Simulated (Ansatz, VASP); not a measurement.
## Cross-check of Cl (Cl2 molecule) between VASP and Ansatz

Aim: how closely do two programs agree when they are given the same cell, functional and k mesh? The structure shown is the start of the Ansatz relaxation below; VASP solves that cell, so the two are compared at the walk's first step.

Main program and level: Ansatz 0.2.0; plane waves, with VASP 6.6.1 beside it; single point at HSE06.

## (1) Starting point

The cell holds 2 atoms: 2 Cl. Its edges and angles: a = 12.000 Å, b = 12.500 Å, c = 13.000 Å, α = 90.0°, β = 90.0°, γ = 90.0°. Vacuum lies along a, b and c.

## (2) Ansatz: relaxation, HSE06

Ansatz runs on its default PAW (the set named soft_2) files.

The two programs are compared at the cell with which this relaxation starts, whose forces are those of its first step.

The input, input.yaml:

```yaml
crystal:
  lattice:
    - [12.0, 0.0, 0.0]
    - [0.0, 12.5, 0.0]
    - [0.0, 0.0, 13.0]
  atoms:
    - { symbol: Cl, position: [0.45, 0.47, 0.4234930735] }
    - { symbol: Cl, position: [0.45, 0.47, 0.5765069265] }
basis:
  ecutwfc: 420
  xc_grid: 2
hamiltonian:
  xc: hse06
kpoints:
  mp_grid: { grid: [1, 1, 1] }
scf:
  occupations: { method: fixed }
  max_iter: 150
output:
  forces: true
relax:
  f_tol: 0.01
  max_steps: 60
checkpoint:
  write: "../Cl.hse06.run"
  compress: false
  write_wavefunctions: false
  write_every: 100000
```

Run with:

```sh
$ ansatz run input.yaml --threads 8 --pin off --max-ram 13189MiB --backend cpu --events-out ev --progress --plain --runs-dir out
```

Numbers of over 12 decimals in the logs are rounded to 6 here.

The program printed:

```text
Engine: ansatz 0.2.0, x86_64-unknown-linux-gnu
Pseudopotentials: kind: paw
Pseudopotential: Cl, paw, valence charge 7, recommended cutoff 420 eV (normal), Cl.paw.azcp
Functional definition: HSE06
  parameter a = 0.25
  parameter omega = 0.11/bohr
  exchange = pbe_x - a*pbe_x_sr(omega) + a*exact_x_sr(omega)
  correlation = pbe_c
davidson cushion auto → on  (no smearing: the cushion is to keep the highest requested band from converging to the state above it; pin scf.eigensolver.cushion to override)
Crystal: 2 atoms, lattice volume = 1950.000 Å³
Basis set: ecut = 420 eV, 38063 PW (Γ), exchange–correlation on 162×180×180 points (8 copies of the dense FFT grid, shifted against one another)
Bands: 11, of which v1, the nominal top of the filled ones, is band 7 counted from 1 (6 counted from 0)
Symmetry: 8 space group operations
Space group: Pmmm (ITA 47), of the structure as read, at distance tolerance 1.2e-4 Å
k-points: 1
Non-local potential: Cl, projectors of the file, l = 0: 2, l = 1: 2, l = 2: 2
PAW form: soft (Blöchl's): semilocal exchange-correlation on the pseudo side does not see the compensation charge
PAW frozen core: Cl, regenerated for the run's functional, and the local potential with it (the file was generated under x = pbe(κ = 0.804, μ = 0.219515), c = pbe(β = 0.066725))
PAW one-centre angular grid: Cl, 110 points (default); XC on 64 Gauss nodes
Initial density: superposition of atomic densities (neutral atoms: chi_scale 0, normalization atom), corrected by the library's trained network
Initial wavefunctions: pseudopotential atomic-orbital guess
Functional: x = pbe(κ = 0.804, μ = 0.219515), c = pbe(β = 0.066725), warm-up for x = pbe(κ = 0.804, μ = 0.219515) + 0.25 (exact − pbe) at short range (hse, ω = 0.207870 Å⁻¹), c = pbe(β = 0.066725); HSE06 as pw.x's `hse` composes it (authors' and Libxc's form: `xc: wpbeh`)
SCF iter   1: F=—  HF=-2158.885395 eV  |F-HF|=—  |Δ(HF+E_count)|=         —  Δρ=2.24e-4  dr2=3.85e-4  ethr=1.77e-3  ⟨swp⟩=14.0  Hψ=74  notcnv=0
preconditioner: auto → none  [insulator: Δε(μ)=3.038 eV  Ē_g=8.307 eV  n_scr=56 (ndim 8)  ℏωp=2.7 eV  f_vac=0.925]
SCF iter   2: F=—  HF=-2158.886277 eV  |F-HF|=—  |Δ(HF+E_count)|=   8.82e-4  Δρ=1.24e-4  dr2=1.84e-4  ethr=2.75e-6  ⟨swp⟩=5.0  Hψ=49  notcnv=0  defer=3
iter 3 solved again at ethr=1.30e-7 eV; its pass at ethr=1.31e-6 eV (dr2=1.82e-5 eV) is discarded
SCF iter   3: F=—  HF=-2158.886380 eV  |F-HF|=—  |Δ(HF+E_count)|=   1.03e-4  Δρ=5.78e-5  dr2=1.85e-5  ethr=1.30e-7  ⟨swp⟩=3.0  Hψ=67  notcnv=0  defer=3
SCF iter   4: F=—  HF=-2158.886418 eV  |F-HF|=—  |Δ(HF+E_count)|=   3.75e-5  Δρ=1.83e-5  dr2=4.62e-6  ethr=1.30e-7  ⟨swp⟩=5.0  Hψ=42  notcnv=0  defer=3
SCF iter   5: F=—  HF=-2158.886422 eV  |F-HF|=—  |Δ(HF+E_count)|=   3.97e-6  Δρ=3.63e-6  dr2=2.71e-7  ethr=3.30e-8  ⟨swp⟩=4.0  Hψ=38  notcnv=0  defer=3
SCF iter   6: F=-2158.886422 eV  HF=-2158.886422 eV  |F-HF|=7.23e-9  |Δ(HF+E_count)|=   2.00e-7  Δρ=6.04e-7  dr2=6.56e-9  ethr=1.94e-9  ⟨swp⟩=4.0  Hψ=38  notcnv=0  defer=3
SCF 1 converged in 6 iterations: F = -2158.886422 eV  dr2 = 6.56e-9
  greatest PAW one-centre occupation: 0.912 electrons in one spin orbital (limit 2), on the Cl atom at site 1 (counted from 0), in its partial waves of l = 0
Initial density: handed on by an earlier stage of this run
Initial wavefunctions: those handed on with the density
Functional: x = pbe(κ = 0.804, μ = 0.219515) + 0.25 (exact − pbe) at short range (hse, ω = 0.207870 Å⁻¹), c = pbe(β = 0.066725); HSE06 as pw.x's `hse` composes it (authors' and Libxc's form: `xc: wpbeh`)
Exchange kernel: α = 0.2500, screened, ω = 0.2079 Å⁻¹, Wigner–Seitz truncation, v(0) = 990.6604 eV·Å³, q-mesh 1×1×1, nearest image of the exchange supercell L = 12.00 Å, pair-density grid 81×81×90, without the augmentation charges, whose exchange is taken in its separable form (the finest that the files' search goes to)
Frozen-core exchange: fock
iter 1 solved again at ethr=3.08e-5 eV; its pass at ethr=1.00e-1 eV (dr2=4.31e-3 eV) is discarded
SCF iter   1: F=—  HF=-2160.122089 eV  |F-HF|=—  |Δ(HF+E_count)|=         —  Δρ=6.61e-4  dr2=4.40e-3  ethr=3.08e-5  ⟨swp⟩=9.0  Hψ=78  notcnv=0
preconditioner: auto → none  [insulator: Δε(μ)=4.746 eV  Ē_g=9.662 eV  n_scr=56 (ndim 8)  ℏωp=2.7 eV  f_vac=0.926]
SCF iter   2: F=—  HF=-2160.120553 eV  |F-HF|=—  |Δ(HF+E_count)|=   1.54e-3  Δρ=2.81e-4  dr2=8.74e-4  ethr=2.86e-5  ⟨swp⟩=2.0  Hψ=26  notcnv=0
SCF iter   3: F=—  HF=-2160.122618 eV  |F-HF|=—  |Δ(HF+E_count)|=   2.06e-3  Δρ=8.25e-5  dr2=7.10e-5  ethr=5.08e-6  ⟨swp⟩=4.0  Hψ=35  notcnv=0
SCF iter   4: F=—  HF=-2160.122593 eV  |F-HF|=—  |Δ(HF+E_count)|=   2.44e-5  Δρ=1.03e-5  dr2=3.89e-6  ethr=4.72e-7  ⟨swp⟩=5.0  Hψ=39  notcnv=0
SCF iter   5: F=—  HF=-2160.122614 eV  |F-HF|=—  |Δ(HF+E_count)|=   2.07e-5  Δρ=1.04e-5  dr2=1.23e-6  ethr=1.75e-8  ⟨swp⟩=5.0  Hψ=43  notcnv=0  defer=2
SCF iter   6: F=-2160.122613 eV  HF=-2160.122613 eV  |F-HF|=1.55e-8  |Δ(HF+E_count)|=   4.39e-7  Δρ=1.66e-6  dr2=7.82e-8  ethr=8.64e-9  ⟨swp⟩=4.0  Hψ=32  notcnv=0  defer=2
SCF 2 converged in 6 iterations: F = -2160.122613 eV  dr2 = 7.82e-8
  Residual-converged pass: ⟨swp⟩=4.0  Hψ=31  notcnv=0  max |occ|·‖R‖ = 3.4e-6 eV (tolerance 6.7e-6 eV)  dr2=7.09e-8  dr2_onsite=9.98e-10  max |Δocc| = 0.0e0
  greatest PAW one-centre occupation: 0.920 electrons in one spin orbital (limit 2), on the Cl atom at site 0 (counted from 0), in its partial waves of l = 0
hybrid outer 1: dexx = +2.709e-3 eV, tail = 1.98e-6 eV
Exchange kernel: α = 0.2500, screened, ω = 0.2079 Å⁻¹, Wigner–Seitz truncation, v(0) = 990.6604 eV·Å³, q-mesh 1×1×1, nearest image of the exchange supercell L = 12.00 Å, pair-density grid 81×81×90, without the augmentation charges, whose exchange is taken in its separable form (the finest that the files' search goes to)
Frozen-core exchange: fock
SCF iter   1: F=—  HF=-2160.122612 eV  |F-HF|=—  |Δ(HF+E_count)|=         —  Δρ=3.29e-6  dr2=1.88e-7  ethr=7.07e-8  ⟨swp⟩=3.0  Hψ=28  notcnv=0
preconditioner: auto → none  [insulator: Δε(μ)=4.748 eV  Ē_g=9.658 eV  n_scr=56 (ndim 8)  ℏωp=2.7 eV  f_vac=0.928]
SCF iter   2: F=—  HF=-2160.122612 eV  |F-HF|=—  |Δ(HF+E_count)|=   6.34e-8  Δρ=1.34e-6  dr2=2.62e-8  ethr=1.21e-9  ⟨swp⟩=4.0  Hψ=34  notcnv=0  defer=2
SCF iter   3: F=-2160.122612 eV  HF=-2160.122612 eV  |F-HF|=4.32e-9  |Δ(HF+E_count)|=   7.69e-9  Δρ=4.61e-7  dr2=5.47e-9  ethr=1.74e-10  ⟨swp⟩=5.0  Hψ=40  notcnv=0  defer=2
SCF 3 converged in 3 iterations: F = -2160.122612 eV  dr2 = 5.47e-9
  Residual-converged pass: ⟨swp⟩=3.0  Hψ=29  notcnv=0  max |occ|·‖R‖ = 5.3e-7 eV (tolerance 8.9e-7 eV)  dr2=5.62e-9  dr2_onsite=1.01e-10  max |Δocc| = 0.0e0
  greatest PAW one-centre occupation: 0.920 electrons in one spin orbital (limit 2), on the Cl atom at site 1 (counted from 0), in its partial waves of l = 0
hybrid outer 2: dexx = +2.357e-8 eV, tail = 1.15e-8 eV, Δε = 8.59e-4 eV (about 7.03e-5 eV left of the loop's levels), ΔF = 6.80e-3 eV/Å (tail 1.55e-3)
relax step   1: F+E_penalty+E_count = -2160.12261199 eV  Δ(F+E_penalty+E_count) = +0.000e0 eV  max|allowed force component| = 2.101e-1 eV/Å  Δτ_max = 0.0000 Å  (15 SCF iters, accepted)
[...]
relax step   2: F+E_penalty+E_count = -2160.12367060 eV  Δ(F+E_penalty+E_count) = -1.059e-3 eV  max|allowed force component| = 3.045e-3 eV/Å  Δτ_max = 0.0049 Å  (8 SCF iters, dr2 threshold 2.76e-6 eV, accepted)
[...]
relax step   3: F+E_penalty+E_count = -2160.12367060 eV  Δ(F+E_penalty+E_count) = -8.167e-10 eV  max|allowed force component| = 2.974e-3 eV/Å  Δτ_max = 0.0000 Å  (4 SCF iters, accepted)
hybrid SCF converged: 2 outer / 4 inner (+0 warm-up), last move |dexx| = 3.40e-12 eV, tail = 9.91e-10 eV
Stability not checked: this state was not tested for a lower state beside it, because the functional holds exact exchange (a hybrid, or Hartree-Fock), whose exchange loop this test does not read (fock_operator; see scf.lower_state_search)
Free energy (F): -2160.123671 eV
Frozen-core exchange: fock
Harris-Foulkes:  -2160.123671 eV  (|F-HF|=1.72e-10)
Internal energy: -2160.123671 eV  (E = F + TS)
E sigma→0 (E₀):  -2160.123671 eV
Fermi energy:    -8.055528 eV
--- Per-component energies (eV) ---
  E_band       = -195.055655
  E_kinetic    = 319.217309
  E_local      = -1770.501261  (includes V_loc(G=0)·N_el)
  E_nonlocal   = 57.013263
  E_hartree    = 726.588580
  E_xc         = -170.208615
  E_vxc        = -192.151346  (∫ρ·V_xc dr)
  E_exx        = -30.019649  (= α·E_x^exact, valence–valence)
  E_paw        = -1331.048779  (= ΣΔE_a)
  E_vpaw       = -1.771662  (= ΣTr[D̂ρ^β])
  E_aug_tail   = 0.000182  (compensation charges beyond the density's cutoff)
  E_ewald      = 39.057600
  E_core_change = -0.222300  (= ΣΔE_core)
  E_smearing   = -0.000000  (= −TS)
  E_closure    = 0.000000  (closes the sum)
  Σ components = -2160.123671   (vs F -2160.123671, Δ=0.00e0)
--- Forces (eV/Å), atoms counted from 1 ---
  atom   1  Cl    -0.00000000     0.00000000     0.00297388
  atom   2  Cl    -0.00000000     0.00000000    -0.00297388
  max |Σ_I F_I| component: 2.07e-25 eV/Å
--- Band table (eV) ---
  k-point 0: bands = ["-25.7130", "-20.9889", "-12.7078", "-11.0035", "-11.0035", "-8.0555", "-8.0555", "-3.2482", "-0.1798"]
  guard bands above this table: 2 of the run's 11 bands. The solve was not asked for them (output.publish_guard_bands: true or output.eigenvalues: true publishes all)
--- Relaxed structure (3 steps of the walk, 3 accepted, 0 SCFs on fresh bases) ---
  F+E_penalty+E_count = -2160.12367060 eV   max|allowed force component| = 2.974e-3 eV/Å
  atoms:
    - { symbol: Cl, position: [0.45, 0.470000, 0.423872] }
    - { symbol: Cl, position: [0.45, 0.470000, 0.576128] }
```

The column dr2 measures how far the density is from self-consistency, as an energy; F and HF (Harris–Foulkes) agree once it is small.

## (3) VASP: single point, HSE06, start cell

The same cell, functional and mesh now go to VASP, with its own data sets.

Lines of VASP's logs that name or quote its potential files are left out, and so is its time.

The run reads the wave functions of an earlier VASP run, which isn't shown here.

The input, INCAR:

```
SYSTEM = Cl
PREC = Accurate
ENCUT = 540
EDIFF = 1E-06
NELM = 100
ISMEAR = 0
SIGMA = 0.01
LREAL = .FALSE.
ALGO = Normal
LHFCALC = .TRUE.
AEXX = 0.25
GGA = PE
HFSCREEN = 0.208
LASPH = .TRUE.
NBANDS = 13
PRECFOCK = Fast
LORBIT = 11
LWAVE = .FALSE.
LCHARG = .FALSE.
ISIF = 2
```

The input, POSCAR:

```
Cl
1.0
   12.0000000000      0.0000000000      0.0000000000
    0.0000000000     12.5000000000      0.0000000000
    0.0000000000      0.0000000000     13.0000000000
Cl
2
Direct
    0.4500000000      0.4700000000      0.4234930769
    0.4500000000      0.4700000000      0.5765069231
```

The input, KPOINTS:

```
Automatic mesh
0
Gamma
1 1 1
0 0 0
```

PAW data sets: Cl_h (PBE family, release 64).

Run with:

```sh
$ export OMP_NUM_THREADS=4
$ mpirun -np 1 vasp_gam
```

The program printed:

```text
[banner, memory and clock lines left out]
running    1 mpi-ranks, on    1 nodes
 distrk:  each k-point on    1 cores,    1 groups
 distr:  one band on    1 cores,    1 groups
 Offloading initialized ...    1 GPUs detected
 POSCAR found type information on POSCAR Cl
 POSCAR found :  1 types and       2 ions
 LDA part: xc-table for (Slater+PW92), standard interpolation
 found WAVECAR, reading the header
 POSCAR, INCAR and KPOINTS ok, starting setup
 FFT: planning ... GRIDC
 FFT: planning ... GRID_SOFT
 FFT: planning ... GRID
 reading WAVECAR
 the WAVECAR file was read successfully
 initial charge from wavefunction
 entering main loop
       N       E                     dE             d eps       ncg     rms          rms(c)
DAV:   1    -0.522963328561E+01   -0.52296E+01   -0.30555E-01    26   0.402E+00    0.157E+00
DAV:   2    -0.523233122286E+01   -0.26979E-02   -0.16705E-02    44   0.848E-01    0.111E+00
DAV:   3    -0.523181476303E+01    0.51646E-03   -0.30300E-04    34   0.122E-01    0.662E-01
DAV:   4    -0.523156088746E+01    0.25388E-03   -0.83708E-05    31   0.670E-02    0.380E-01
DAV:   5    -0.523146705568E+01    0.93832E-04   -0.41136E-05    34   0.433E-02    0.217E-01
DAV:   6    -0.523143605180E+01    0.31004E-04   -0.13733E-05    26   0.234E-02    0.125E-01
DAV:   7    -0.523142961556E+01    0.64362E-05   -0.55489E-06    26   0.145E-02    0.713E-02
DAV:   8    -0.523143297156E+01   -0.33560E-05   -0.19886E-06    26   0.862E-03    0.403E-02
DAV:   9    -0.523144014602E+01   -0.71745E-05   -0.80827E-07    26   0.517E-03    0.228E-02
DAV:  10    -0.523144820622E+01   -0.80602E-05   -0.41473E-07    34   0.346E-03    0.128E-02
DAV:  11    -0.523145569913E+01   -0.74929E-05   -0.24338E-07    26   0.271E-03    0.733E-03
DAV:  12    -0.523146192339E+01   -0.62243E-05   -0.17396E-07    34   0.242E-03    0.414E-03
DAV:  13    -0.523146651315E+01   -0.45898E-05   -0.13585E-07    36   0.236E-03    0.246E-03
DAV:  14    -0.523147027844E+01   -0.37653E-05   -0.11209E-07    34   0.224E-03    0.152E-03
[...]
DAV:  25    -0.523150279564E+01   -0.18433E-05   -0.33316E-09    18   0.264E-04    0.260E-04
DAV:  26    -0.523150446927E+01   -0.16736E-05   -0.27856E-09    18   0.245E-04    0.234E-04
DAV:  27    -0.523150598725E+01   -0.15180E-05   -0.26938E-09    18   0.251E-04    0.212E-04
DAV:  28    -0.523150735667E+01   -0.13694E-05   -0.24901E-09    18   0.234E-04    0.192E-04
DAV:  29    -0.523150859080E+01   -0.12341E-05   -0.21922E-09    18   0.223E-04    0.174E-04
DAV:  30    -0.523150970522E+01   -0.11144E-05   -0.20738E-09    18   0.209E-04    0.158E-04
DAV:  31    -0.523151070935E+01   -0.10041E-05   -0.17457E-09    18   0.187E-04    0.144E-04
DAV:  32    -0.523151161222E+01   -0.90287E-06   -0.15990E-09    28   0.169E-04
   1 F= -.52315116E+01 E0= -.52315116E+01  d E =-.320690E-18
```

Parts of OUTCAR (step 3):

```text
ion  position               nearest neighbor table
   1  0.450  0.470  0.423-   2 1.99
   2  0.450  0.470  0.577-   1 1.99

  LATTYP: Found a simple orthorhombic cell.
 ALAT       =    12.0000000000
 B/A-ratio  =     1.0416666667
 C/A-ratio  =     1.0833333333

 Subroutine GETGRP returns: Found  8 space group operations
 (whereof  2 operations were pure point group operations)

The static configuration has the point symmetry C_1h.
 The point group associated with its full space group is D_2h.

 Found      1 irreducible k-points:

   k-points           NKPTS =      1   k-points in BZ     NKDIM =      1   number of bands    NBANDS=     13

   dimension x,y,z NGX =    96 NGY =   96 NGZ =  100
   dimension x,y,z NGXF=   192 NGYF=  192 NGZF=  200

   ENCUT  =  540.0 eV  39.69 Ry    6.30 a.u.  22.74 23.68 24.63*2*pi/ulx,y,z

   NELECT =      14.0000    total number of electrons

 k-points in reciprocal lattice and weights: Automatic mesh
   0.00000000  0.00000000  0.00000000       1.000

  exchange ACFDT corr.  =         0.00000000  see jH, gK, PRB 81, 115126

 average (electrostatic) potential at core
       1-151.8889       2-151.8889

 E-fermi :  -8.0414

 k-point     1 :       0.0000    0.0000    0.0000
  band No.  band energies     occupation
    ...
      3     -12.7040      2.00000
      4     -10.9907      2.00000
      5     -10.9906      2.00000
      6      -8.1031      2.00000
      7      -8.1031      2.00000
      8      -3.3218      0.00000
      9      -0.2088      0.00000
     10       0.6331      0.00000
     11       0.7637      0.00000
     12       0.8213      0.00000
    ...

  Total       -0.0251989     -0.0185972     -0.6452584      0.0000000      0.0000000      0.0000000
  in kB       -0.0207042     -0.0152800     -0.5301633      0.0000000      0.0000000      0.0000000
  external PRESSURE =      -0.1887158 kB  Pullay stress =       0.0000000 kB

  energy-cutoff  :      540.00
  volume of cell :     1950.00
      direct lattice vectors                 reciprocal lattice vectors
    12.000000000  0.000000000  0.000000000     0.083333333  0.000000000  0.000000000
     0.000000000 12.500000000  0.000000000     0.000000000  0.080000000  0.000000000
     0.000000000  0.000000000 13.000000000     0.000000000  0.000000000  0.076923077

 POSITION                                       TOTAL-FORCE (eV/Angst)
 -----------------------------------------------------------------------------------
      5.40000      5.87500      5.50541         0.000000      0.000000      0.318702
      5.40000      5.87500      7.49459         0.000000      0.000000     -0.318702
 -----------------------------------------------------------------------------------
    total drift:                                0.002103      0.002691      0.000005

  FREE ENERGIE OF THE ION-ELECTRON SYSTEM (eV)
  ---------------------------------------------------
  free  energy   TOTEN  =        -5.2315116122 eV

  energy  without entropy=       -5.2315116122  energy(sigma->0) =       -5.23151161

 total charge
# of ion       s       p       d       tot
------------------------------------------
    1        1.145   2.144   0.000   3.289
    2        1.145   2.144   0.000   3.289
--------------------------------------------------
tot          2.289   4.289   0.000   6.578
```

The run ends at a pressure of -0.02 GPa, with forces up to 0.32 eV/Å.

## (4) Side by side

Known differences besides the potentials themselves: exact exchange at q = 0 is treated differently, which shows on coarse meshes; VASP keeps PBE cores, Ansatz makes them for the functional; fixed occupations in Ansatz, narrow Gaussian smearing in VASP; the cutoff is 420 eV in Ansatz and 540 eV in VASP; VASP takes a coarser grid for exact exchange (PRECFOCK = Fast). Total energies have different zeros and are not compared.

Forces (eV/Å; atoms numbered as in POSCAR):

```
atom        Ansatz x, y, z          VASP x, y, z
 Cl1   0.000, 0.000, 0.210   0.000, 0.000, 0.319
 Cl2  0.000, 0.000, -0.210  0.000, 0.000, -0.319
```

The forces differ by 63 meV/Å r.m.s., which is 34.1 % of the r.m.s. force of 0.184 eV/Å (both taken over all components).

## (5) What came out

```json
{"r.m.s. force difference (single point, HSE06, start cell)": "63 meV/Å"}
```

The r.m.s. force difference is 63 meV/Å (single point, HSE06, start cell), beyond the 12 meV/Å picked in this series as the mark of a large difference. What causes the difference of the single point, HSE06, start cell pair stays open here. 1 further run of this series is not shown here. How closely two codes agree says nothing of how well the functional describes the real material.

[Lines on the potential files, build, host, timing and source positions are cut from VASP's logs without a mark.]

[Logs are printed without paths, hosts, clocks, repeated set-up lines and the standing remarks that a program may print on its own settings, such as how far it seeks lower states.]

[Hosts, paths, dates, database ids (printed as entryN), source tags and the programs' standing remarks are cut or masked in the printed files.]
